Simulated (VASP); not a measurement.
All values below come from PBE GGA with D3 dispersion (zero damping), VASP's PBE PAW potentials (set 64) (plane waves; VASP 6.6.1).

Input for VASP

File POSCAR:
```
Ti
1
    1.4737271866    -2.5525704200     0.0000000000
    1.4737271866     2.5525704200     0.0000000000
    0.0000000000     0.0000000000     4.6738701529
Ti
2
Direct
  0.3333330000   0.6666670000   0.2500000000
  0.6666670000   0.3333330000   0.7500000000
```

### INCAR
```
! general
SYSTEM  = Ti
PREC    = Accurate
ENCUT   = 520   ! plane-wave cut-off (eV)
LREAL   = F   ! projection in real space or not
LASPH   = T   ! aspherical one-centre terms

! electronic loop
EDIFF   = 1E-7
NELM    = 100
ALGO    = Normal   ! blocked Davidson
LMAXMIX = 4

! smearing
ISMEAR  = 1   ! Methfessel-Paxton
SIGMA   = 0.1

! functional
GGA     = PE   ! PBE
IVDW    = 11   ! D3, zero damping

! ions
IBRION  = 2   ! conjugate gradients
NSW     = 30   ! most ionic steps
ISIF    = 4   ! ions and shape, fixed volume
EDIFFG  = -0.01   ! ionic stop

! output
LWAVE   = F
LCHARG  = F
```

### KPOINTS
```
Regular mesh
0
G
  14 14 8
```

POTCAR, in this order: Ti_sv (PBE.64 set). Program: vasp_std.

Question: Predict the energy per atom (σ→0), dispersion energy, band gap (on the k-mesh).

Answer: 
```json
{
  "energy per atom (σ→0)": "-799.0 kJ/mol of atoms",
  "dispersion_energy": "-0.890 eV",
  "band gap (on the k-mesh)": "none (metal, semimetal or under 0.01 eV)"
}
```

### OSZICAR
```
...
       N       E                     dE             d eps       ncg     rms          rms(c)
DAV:   1    -0.156714065334E+02   -0.15200E-03   -0.11427E-02  4048   0.155E+00    0.998E-02
DAV:   2    -0.156712891365E+02    0.11740E-03   -0.66914E-04  3856   0.325E-01    0.521E-02
DAV:   3    -0.156712367938E+02    0.52343E-04   -0.19471E-04  5640   0.148E-01    0.606E-03
DAV:   4    -0.156712369086E+02   -0.11479E-06   -0.16368E-05  4552   0.591E-02    0.300E-03
DAV:   5    -0.156712371563E+02   -0.24766E-06   -0.64187E-07  4872   0.905E-03    0.401E-04
DAV:   6    -0.156712371783E+02   -0.22013E-07   -0.25285E-08  2232   0.215E-03
   3 F= -.16561417E+02 E0= -.16562178E+02  d E =-.136594E-03
```

The compound is Ti in the hcp structure. This cell is one point of a volume scan, at 1.06 of the reference volume. Symmetry was kept, so distortions that lower it aren't found.
